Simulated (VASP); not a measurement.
**SiNi2: the relaxed cell at several levels of theory**

How much does the relaxed cell of SiNi2 depend on the functional? The starting structure is a measured crystal structure from the Crystallography Open Database. The first relaxation on each setting starts from this cell expanded by 3 % in volume.

Method: Kohn-Sham DFT with plane waves and PAW; PBEsol, LDA, PBE, PBEsol + D3(BJ) and r2SCAN, in VASP 6.6.1.

## Step 1: The structure

Symmetry: Pnma, No. 62, orthorhombic system. Conventional cell: a = 4.990 Å, b = 3.720 Å, c = 7.030 Å, α = 90.00°, β = 90.00°, γ = 90.00°. Ni has 5 Si at 2.28 to 2.71 Å and 8 Ni at 2.53 to 2.71 Å nearest. Ni has 5 Si at 2.34 to 2.57 Å and 6 Ni at 2.53 to 2.62 Å nearest. Nearest to Si lie 10 Ni at 2.28 to 2.71 Å. Farther neighbours are not listed.

## Step 2: Relaxation with PBEsol

PBEsol restores the gradient expansion of exchange and is tuned for the cells of solids. This run starts from the cell of an earlier relaxation, which isn't shown; the restart sets up the plane waves anew.

Contents of INCAR:

```
SYSTEM = SiNi2
PREC = Accurate
ENCUT = 450
EDIFF = 1E-06
NELM = 100
ISMEAR = 1
SIGMA = 0.15
LREAL = .FALSE.
ALGO = Normal
GGA = PS
NBANDS = 71
ISPIN = 2
MAGMOM = 1 1 1 1 1 1 1 1 0 0 0 0
LASPH = .TRUE.
LMAXMIX = 4
LORBIT = 11
LWAVE = .FALSE.
LCHARG = .FALSE.
KPAR = 16
IBRION = 2
NSW = 50
ISIF = 3
EDIFFG = -0.006
```

Contents of POSCAR:

```
SiNi2
1.0
    4.9054987468      0.0000000000      0.0000000000
    0.0000000000      3.7080319194      0.0000000000
    0.0000000000      0.0000000000      7.0051376242
Ni Si
8 4
Direct
    0.3279275773      0.7500000000      0.9399735607
    0.6720724227      0.2500000000      0.0600264393
    0.1720724227      0.2500000000      0.4399735607
    0.8279275773      0.7500000000      0.5600264393
    0.4570129852      0.7500000000      0.2919816630
    0.5429870148      0.2500000000      0.7080183370
    0.0429870148      0.2500000000      0.7919816630
    0.9570129852      0.7500000000      0.2080183370
    0.7925022545      0.7500000000      0.8867909126
    0.2074977455      0.2500000000      0.1132090874
    0.7074977455      0.2500000000      0.3867909126
    0.2925022545      0.7500000000      0.6132090874
```

Contents of KPOINTS:

```
Automatic mesh
0
Gamma
6 8 4
0 0 0
```

PAW data sets: Ni and Si (PBE family, release 64).

Command:

```sh
$ mpirun -np 16 vasp_std
```

What it wrote:

```text
[banner, memory and clock lines left out]
running   16 mpi-ranks, on    1 nodes
 distrk:  each k-point on    1 cores,   16 groups
 distr:  one band on    1 cores,    1 groups

 POSCAR found type information on POSCAR NiSi
 POSCAR found :  2 types and      12 ions
|                                                                             |
|           W    W    AA    RRRRR   N    N  II  N    N   GGGG   !!!           |
|           W    W   A  A   R    R  NN   N  II  NN   N  G    G  !!!           |
|           W    W  A    A  R    R  N N  N  II  N N  N  G       !!!           |
|           W WW W  AAAAAA  RRRRR   N  N N  II  N  N N  G  GGG   !            |
|           WW  WW  A    A  R   R   N   NN  II  N   NN  G    G                |
|           W    W  A    A  R    R  N    N  II  N    N   GGGG   !!!           |
|                                                                             |
|     For optimal performance we recommend to set                             |
|       NCORE = 2 up to number-of-cores-per-socket                            |
|     NCORE specifies how many cores store one orbital (NPAR=cpu/NCORE).      |
|     This setting can greatly improve the performance of VASP for DFT.       |
|     The default, NCORE=1 might be grossly inefficient on modern             |
|     multi-core architectures or massively parallel machines. Do your        |
|     Unfortunately you need to use the default for GW and RPA                |
|     calculations (for HF NCORE is supported but not extensively tested      |
|     yet).                                                                   |
|                                                                             |

|                                                                             |
|               ----> ADVICE to this user running VASP <----                  |
|                                                                             |
|     You enforced a specific xc type in the INCAR file but a different       |
|     [... a line on the potential file left out ...]
|     I HOPE YOU KNOW WHAT YOU ARE DOING!                                     |
|                                                                             |

 LDA part: xc-table for (Slater+PW92), standard interpolation
 POSCAR, INCAR and KPOINTS ok, starting setup
 FFT: planning ... GRIDC
 FFT: planning ... GRID_SOFT
 FFT: planning ... GRID
 WAVECAR not read
 entering main loop
       N       E                     dE             d eps       ncg     rms          rms(c)
DAV:   1     0.706588924673E+03    0.70659E+03   -0.35536E+04 17040   0.159E+03
DAV:   2    -0.707351030403E+01   -0.71366E+03   -0.66389E+03 17040   0.362E+02
DAV:   3    -0.878122252271E+02   -0.80739E+02   -0.72527E+02 17937   0.141E+02
DAV:   4    -0.908900556716E+02   -0.30778E+01   -0.30457E+01 19576   0.293E+01
DAV:   5    -0.909687355424E+02   -0.78680E-01   -0.78640E-01 20863   0.389E+00    0.382E+01
DAV:   6    -0.937159495262E+02   -0.27472E+01   -0.12256E+02 20056   0.123E+02    0.341E+01
DAV:   7    -0.795287305717E+02    0.14187E+02   -0.42803E+01 19790   0.778E+01    0.788E+00
DAV:   8    -0.808984512722E+02   -0.13697E+01   -0.56277E+00 22866   0.449E+01    0.127E+01
DAV:   9    -0.797071617232E+02    0.11913E+01   -0.18226E+00 21275   0.389E+01    0.311E+00
DAV:  10    -0.796381543478E+02    0.69007E-01   -0.34265E-01 23059   0.705E+00    0.986E-01
DAV:  11    -0.796422222232E+02   -0.40679E-02   -0.89661E-02 19696   0.203E+00    0.487E-01
DAV:  12    -0.796408636760E+02    0.13585E-02   -0.27893E-03 19684   0.300E-01    0.278E-01
DAV:  13    -0.796404541153E+02    0.40956E-03   -0.39429E-04 21740   0.135E-01    0.121E-01
DAV:  14    -0.796404669850E+02   -0.12870E-04   -0.83346E-05 23859   0.863E-02    0.539E-02
DAV:  15    -0.796404646124E+02    0.23725E-05   -0.12503E-05 18609   0.236E-02    0.184E-02
DAV:  16    -0.796404634585E+02    0.11540E-05   -0.16560E-06 10911   0.216E-02    0.915E-03
DAV:  17    -0.796404636018E+02   -0.14331E-06   -0.74288E-07 10469   0.688E-03
   1 F= -.79640464E+02 E0= -.79639508E+02  d E =-.796405E+02  mag=     0.0001
 curvature:   0.00 expect dE= 0.000E+00 dE for cont linesearch  0.000E+00
 trial: gam= 0.00000 g(F)=  0.859E-05 g(S)=  0.158E-04 ort = 0.000E+00 (trialstep = 0.100E+01)
 search vector abs. value=  0.244E-04
 bond charge predicted
       N       E                     dE             d eps       ncg     rms          rms(c)
DAV:   1    -0.796407286107E+02   -0.26515E-03   -0.41419E-03 20475   0.477E-01    0.144E-01
DAV:   2    -0.796407439627E+02   -0.15352E-04   -0.22651E-03 19584   0.538E-01    0.118E-01
DAV:   3    -0.796404855052E+02    0.25846E-03   -0.64867E-04 19620   0.309E-01    0.254E-02
DAV:   4    -0.796404847960E+02    0.70912E-06   -0.36349E-05 25607   0.973E-02    0.291E-02
DAV:   5    -0.796404782916E+02    0.65044E-05   -0.11048E-05 20246   0.892E-02    0.649E-03
DAV:   6    -0.796404778740E+02    0.41754E-06   -0.20243E-06 11795   0.150E-02
   2 F= -.79640478E+02 E0= -.79639530E+02  d E =-.142723E-04  mag=    -0.0000
 trial-energy change:   -0.000014  1 .order   -0.000008   -0.000024    0.000008
 step:   0.8754(harm=  0.7531)  dis= 0.00019  next Energy=   -79.640478 (dE=-0.148E-04)
 reached required accuracy - stopping structural energy minimisation
```

Elapsed: 2.1 min, on 16 MPI ranks of AMD EPYC 7R43, shared host; peak memory 11 GiB.

The logs omit lines about the potential files and the build; timing stands in the text.

OUTCAR, selected parts (step 2):

```text
ion  position               nearest neighbor table
   1  0.328  0.750  0.940-  10 2.29  10 2.29  12 2.30   9 2.31   7 2.54   7 2.54   5 2.55   8 2.61
                             2 2.64   2 2.64   9 2.65   6 2.68   6 2.68
   2  0.672  0.250  0.060-   9 2.29   9 2.29  11 2.30  10 2.31   8 2.54   8 2.54   6 2.55   7 2.61
                             1 2.64   1 2.64  10 2.65   5 2.68   5 2.68
   3  0.172  0.250  0.440-  12 2.29  12 2.29  10 2.30  11 2.31   5 2.54   5 2.54   7 2.55   6 2.61
                             4 2.64   4 2.64  11 2.65   8 2.68   8 2.68
   4  0.828  0.750  0.560-  11 2.29  11 2.29   9 2.30  12 2.31   6 2.54   6 2.54   8 2.55   5 2.61
                             3 2.64   3 2.64  12 2.65   7 2.68   7 2.68
   5  0.457  0.750  0.292-  11 2.32  11 2.32  12 2.39   8 2.52   8 2.52   3 2.54   3 2.54   1 2.55
                            10 2.55  10 2.55   4 2.61   2 2.68   2 2.68
   6  0.543  0.250  0.708-  12 2.32  12 2.32  11 2.39   7 2.52   7 2.52   4 2.54   4 2.54   2 2.55
                             9 2.55   9 2.55   3 2.61   1 2.68   1 2.68
   7  0.043  0.250  0.792-   9 2.32   9 2.32  10 2.39   6 2.52   6 2.52   1 2.54   1 2.54   3 2.55
                            12 2.55  12 2.55   2 2.61   4 2.68   4 2.68
   8  0.957  0.750  0.208-  10 2.32  10 2.32   9 2.39   5 2.52   5 2.52   2 2.54   2 2.54   4 2.55
                            11 2.55  11 2.55   1 2.61   3 2.68   3 2.68
   9  0.793  0.750  0.887-   2 2.29   2 2.29   4 2.30   1 2.31   7 2.32   7 2.32   8 2.39   6 2.55
                             6 2.55   1 2.65  12 3.11  12 3.11
  10  0.207  0.250  0.113-   1 2.29   1 2.29   3 2.30   2 2.31   8 2.32   8 2.32   7 2.39   5 2.55
                             5 2.55   2 2.65  11 3.11  11 3.11
  11  0.707  0.250  0.387-   4 2.29   4 2.29   2 2.30   3 2.31   5 2.32   5 2.32   6 2.39   8 2.55
                             8 2.55   3 2.65  10 3.11  10 3.11
  12  0.293  0.750  0.613-   3 2.29   3 2.29   1 2.30   4 2.31   6 2.32   6 2.32   5 2.39   7 2.55
                             7 2.55   4 2.65   9 3.11   9 3.11

  LATTYP: Found a simple orthorhombic cell.
 ALAT       =     3.7080319194
 B/A-ratio  =     1.3229386514
 C/A-ratio  =     1.8891794290

 Subroutine GETGRP returns: Found  8 space group operations
 (whereof  2 operations were pure point group operations)

The static configuration has the point symmetry S_2 .
 The point group associated with its full space group is D_2h.

 Found     60 irreducible k-points:

   k-points           NKPTS =     60   k-points in BZ     NKDIM =     60   number of bands    NBANDS=     71

   dimension x,y,z NGX =    36 NGY =   28 NGZ =   48
   dimension x,y,z NGXF=    72 NGYF=   56 NGZF=   96

   ENCUT  =  450.0 eV  33.07 Ry    5.75 a.u.   8.48  6.41 12.12*2*pi/ulx,y,z

   NELECT =      96.0000    total number of electrons

 k-points in reciprocal lattice and weights: Automatic mesh
   0.00000000  0.00000000  0.00000000       0.005
   0.16666667  0.00000000  0.00000000       0.010
   0.33333333  0.00000000  0.00000000       0.010
   0.50000000  0.00000000  0.00000000       0.005
   0.00000000  0.12500000  0.00000000       0.010
   0.16666667  0.12500000  0.00000000       0.021
   0.33333333  0.12500000  0.00000000       0.021
   0.50000000  0.12500000  0.00000000       0.010
   0.00000000  0.25000000  0.00000000       0.010
[...]
0.33333333  0.50000000  0.50000000       0.010
   0.50000000  0.50000000  0.50000000       0.005

 average (electrostatic) potential at core
       1 -80.0945       2 -80.0945       3 -80.0945       4 -80.0945       5 -79.9559
       6 -79.9559       7 -79.9559       8 -79.9559       9 -77.9988      10 -77.9988
      11 -77.9988      12 -77.9988

 E-fermi :  11.4454

 spin component 1
 k-point     1 :       0.0000    0.0000    0.0000
  band No.  band energies     occupation
    ...
     44      10.3059      1.00000
     45      10.4645      1.00000
     46      10.4867      1.00000
     47      10.8316      1.00000
     48      11.3169      1.00308
     49      12.2045     -0.00000
     50      12.4162     -0.00000
     51      13.1825     -0.00000
     52      13.8425     -0.00000
     53      13.9114     -0.00000
    ...

 k-point     2 :       0.1667    0.0000    0.0000
  band No.  band energies     occupation
    ...
     43      10.2145      1.00000
     44      10.2633      1.00000
     45      10.4871      1.00000
     46      10.6848      1.00000
     47      10.8647      1.00000
     48      11.6222     -0.03512
     49      12.7664     -0.00000
     50      12.9572     -0.00000
     51      13.3480     -0.00000
     52      13.8446     -0.00000
    ...

 k-point     3 :       0.3333    0.0000    0.0000
  band No.  band energies     occupation
    ...
     42      10.1281      1.00000
     43      10.2291      1.00000
     44      10.3866      1.00000
     45      10.4906      1.00000
     46      10.5007      1.00000
     47      11.6465     -0.03369
     48      12.6008     -0.00000
     49      13.7216     -0.00000
     50      13.7801     -0.00000
     51      13.8520     -0.00000
    ...

 k-point     4 :       0.5000    0.0000    0.0000
  band No.  band energies     occupation
    ...
     42      10.1538      1.00000
     43      10.3389      1.00000
     44      10.3389      1.00000
     45      10.4752      1.00000
     46      10.4752      1.00000
     47      12.6684     -0.00000
     48      12.6684     -0.00000
     49      13.5038     -0.00000
     50      13.5038     -0.00000
     51      14.3077     -0.00000
    ...

 k-point     5 :       0.0000    0.1250    0.0000
  band No.  band energies     occupation
    ...
     44      10.3428      1.00000
     45      10.3627      1.00000
     46      10.6101      1.00000
     47      10.8636      1.00000
     48      11.3959      0.76283
     49      12.2679     -0.00000
     50      12.3031     -0.00000
     51      12.6572     -0.00000
     52      12.8780     -0.00000
     53      13.5755     -0.00000
    ...

 k-point     6 :       0.1667    0.1250    0.0000
  band No.  band energies     occupation
    ...
     43      10.3070      1.00000
     44      10.3421      1.00000
     45      10.3923      1.00000
     46      10.7191      1.00000
     47      10.7904      1.00000
     48      11.5915     -0.02222
     49      12.7372     -0.00000
     50      12.7720     -0.00000
     51      12.9185     -0.00000
     52      13.0944     -0.00000
    ...

  Total        0.0284481      0.0302799      0.0387255      0.0000000      0.0000000      0.0000000
  in kB        0.3578428      0.3808845      0.4871195      0.0000000      0.0000000      0.0000000
  external PRESSURE =       0.4086156 kB  Pullay stress =       0.0000000 kB

  energy-cutoff  :      450.00
  volume of cell :      127.37
      direct lattice vectors                 reciprocal lattice vectors
     4.904499516 -0.000000000  0.000000000     0.203894403  0.000000000  0.000000000
    -0.000000000  3.707513572  0.000000000     0.000000000  0.269722546  0.000000000
     0.000000000  0.000000000  7.004777089     0.000000000  0.000000000  0.142759718

 POSITION                                       TOTAL-FORCE (eV/Angst)
 -----------------------------------------------------------------------------------
      1.60851      2.78064      6.58408         0.000974     -0.000000     -0.002257
      3.29599      0.92688      0.42069        -0.000974      0.000000      0.002257
      0.84374      0.92688      3.08169        -0.000974      0.000000     -0.002257
      4.06076      2.78064      3.92308         0.000974     -0.000000      0.002257
      2.24154      2.78064      2.04521         0.001142     -0.000000     -0.001091
      2.66296      0.92688      4.95957        -0.001142      0.000000      0.001091
      0.21071      0.92688      5.54760        -0.001142      0.000000     -0.001091
      4.69379      2.78064      1.45718         0.001142     -0.000000      0.001091
      3.88685      2.78064      6.21181         0.002005     -0.000000      0.001913
      1.01765      0.92688      0.79296        -0.002005      0.000000     -0.001913
      3.46990      0.92688      2.70943        -0.002005      0.000000      0.001913
      1.43460      2.78064      4.29535         0.002005     -0.000000     -0.001913
 -----------------------------------------------------------------------------------
    total drift:                               -0.000000      0.000000      0.000000

  FREE ENERGIE OF THE ION-ELECTRON SYSTEM (eV)
  ---------------------------------------------------
  free  energy   TOTEN  =       -79.6404778740 eV

  energy  without entropy=      -79.6376340067  energy(sigma->0) =      -79.63952992

 reached required accuracy - stopping structural energy minimisation

 total charge
# of ion       s       p       d       tot
------------------------------------------
    1        0.495   0.627   8.498   9.620
    2        0.495   0.627   8.498   9.620
    3        0.495   0.627   8.498   9.620
    4        0.495   0.627   8.498   9.620
    5        0.464   0.588   8.481   9.533
    6        0.464   0.588   8.481   9.533
    7        0.464   0.588   8.481   9.533
    8        0.464   0.588   8.481   9.533
    9        0.727   0.900   0.000   1.627
   10        0.727   0.900   0.000   1.627
   11        0.727   0.900   0.000   1.627
   12        0.727   0.900   0.000   1.627
--------------------------------------------------
tot          6.741   8.464  67.916  83.121

 magnetization (x)
# of ion       s       p       d       tot
------------------------------------------
    1       -0.000  -0.000  -0.000  -0.000
    2       -0.000  -0.000  -0.000  -0.000
    3       -0.000  -0.000  -0.000  -0.000
    4       -0.000  -0.000  -0.000  -0.000
    5       -0.000  -0.000  -0.000  -0.000
    6       -0.000  -0.000  -0.000  -0.000
    7       -0.000  -0.000  -0.000  -0.000
    8       -0.000  -0.000  -0.000  -0.000
    9       -0.000  -0.000   0.000  -0.000
   10       -0.000  -0.000   0.000  -0.000
   11       -0.000  -0.000   0.000  -0.000
   12       -0.000  -0.000   0.000  -0.000
--------------------------------------------------
tot         -0.000  -0.000  -0.000  -0.000

[... 1 further part left out ...]
```

CONTCAR:

```
SiNi2
   1.00000000000000
     4.9044995155481867   -0.0000000000000000    0.0000000000000000
    -0.0000000000000000    3.7075135723023092    0.0000000000000000
     0.0000000000000000    0.0000000000000000    7.0047770890350787
  Ni              Si
     8     4
Direct
     0.3279652979137445    0.7500000000000000    0.9399417656613837
     0.6720347020862555    0.2500000000000000    0.0600582343386163
     0.1720347020862555    0.2500000000000000    0.4399417656613837
     0.8279652979137445    0.7500000000000000    0.5600582343386163
     0.4570372291542903    0.7500000000000000    0.2919732004553960
     0.5429627708457097    0.2500000000000000    0.7080267995446040
     0.0429627708457096    0.2500000000000000    0.7919732004553960
     0.9570372291542903    0.7500000000000000    0.2080267995446040
     0.7925061383237370    0.7500000000000000    0.8867969248178801
     0.2074938616762630    0.2500000000000000    0.1132030751821199
     0.7074938616762630    0.2500000000000000    0.3867969248178801
     0.2925061383237370    0.7500000000000000    0.6132030751821199
```

The moments of the start collapse, so the state is non-magnetic; other starts or orders were not tried. The PAW data sets were made with PBE, which is usual practice but a small mismatch for other functionals. The run keeps the 8 symmetry operations of its start, so it cannot find a distortion of lower symmetry.

With PBEsol the relaxed cell holds 10.614 Å³ an atom, -2.39 % against the measured cell, with a = 4.904 Å, b = 3.708 Å and c = 7.005 Å.

(Part 1 of 3 ends here.)

[Lines on the potential files, build, host, timing and source positions are cut from VASP's logs without a mark.]

[Logs are printed without paths, hosts, clocks, repeated set-up lines and the standing remarks that a program may print on its own settings, such as how far it seeks lower states.]

[Hosts, paths, dates, database ids (printed as entryN), source tags and the programs' standing remarks are cut or masked in the printed files.]
